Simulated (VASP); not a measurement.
Level of theory: PBE GGA, VASP's PBE PAW potentials (set 64) (plane waves; VASP).

A VASP calculation is set up with these files.

INCAR:
```
LREAL = .False.
LCHARG = .False.
LASPH = .True.
NELM = 100   # most electronic steps
SYSTEM = KI
ENCUT = 400
SIGMA = 0.05   # width (eV)
LWAVE = .False.
PREC = Accurate
ALGO = Normal
EDIFF = 1E-6   # SCF stop (eV)
ISIF = 2
LMAXMIX = 4   # l cut-off of mixed one-centre charges
ISMEAR = 0   # Gaussian
GGA = PE   # PBE
```

KPOINTS:
```
Regular mesh
0
Gamma
  5 5 5
```

File POSCAR:
```
KI
1
    0.0000000000     3.6057000000     3.6057000000
    3.6057000000     0.0000000000     3.6057000000
    3.6057000000     3.6057000000     0.0000000000
K I
1 1
Direct
  0.0000000000   0.0000000000   0.0000000000
  0.5000000000   0.5000000000   0.5000000000
```

POTCAR, in this order: K_sv I (PBE.64 set). Program: vasp_std.

Output of the run:

OSZICAR:
```
       N       E                     dE             d eps       ncg     rms          rms(c)
DAV:   1     0.775854852021E+02    0.77585E+02   -0.55978E+03   240   0.902E+02
DAV:   2    -0.935449348983E+00   -0.78521E+02   -0.73583E+02   292   0.220E+02
DAV:   3    -0.539923838549E+01   -0.44638E+01   -0.44504E+01   308   0.505E+01
DAV:   4    -0.565627082725E+01   -0.25703E+00   -0.25690E+00   428   0.983E+00
DAV:   5    -0.565732575530E+01   -0.10549E-02   -0.10549E-02   304   0.696E-01    0.275E+00
DAV:   6    -0.556410927751E+01    0.93216E-01   -0.13436E-01   300   0.219E+00    0.201E+00
DAV:   7    -0.555757693911E+01    0.65323E-02   -0.13826E-01   308   0.201E+00    0.805E-01
DAV:   8    -0.556395405831E+01   -0.63771E-02   -0.15226E-02   328   0.866E-01    0.107E-01
DAV:   9    -0.556450207408E+01   -0.54802E-03   -0.12537E-03   316   0.217E-01    0.666E-02
DAV:  10    -0.556469144217E+01   -0.18937E-03   -0.19800E-04   296   0.100E-01    0.181E-02
DAV:  11    -0.556470603954E+01   -0.14597E-04   -0.30691E-05   300   0.347E-02    0.116E-02
DAV:  12    -0.556470755955E+01   -0.15200E-05   -0.47046E-06   296   0.163E-02    0.107E-02
DAV:  13    -0.556470802737E+01   -0.46782E-06   -0.12673E-06   224   0.708E-03
   1 F= -.55647080E+01 E0= -.55647080E+01  d E =-.289733E-15
```

### OUTCAR
```
------------------------ aborting loop because EDIFF is reached ----------------------------------------
  FORCE on cell =-STRESS in cart. coord.  units (eV):
  Direction    XX          YY          ZZ          XY          YZ          ZX
  --------------------------------------------------------------------------------------
  Total       -0.0622720     -0.0622720     -0.0622720      0.0000000      0.0000000     -0.0000000
  in kB       -1.0641542     -1.0641542     -1.0641542      0.0000000      0.0000000     -0.0000000
  external PRESSURE =      -1.0641542 kB  Pullay stress =       0.0000000 kB
  volume of cell :       93.76
      direct lattice vectors                 reciprocal lattice vectors
     0.000000000  3.605700000  3.605700000    -0.138669329  0.138669329  0.138669329
     3.605700000  0.000000000  3.605700000     0.138669329 -0.138669329  0.138669329
     3.605700000  3.605700000  0.000000000     0.138669329  0.138669329 -0.138669329
  FREE ENERGIE OF THE ION-ELECTRON SYSTEM (eV)
  ---------------------------------------------------
  free  energy   TOTEN  =        -5.5647080274 eV

  energy  without entropy=       -5.5647080274  energy(sigma->0) =       -5.56470803
```
(Selected blocks of OUTCAR.)

The compound is KI in the rock salt structure. The cell was not relaxed at this level.
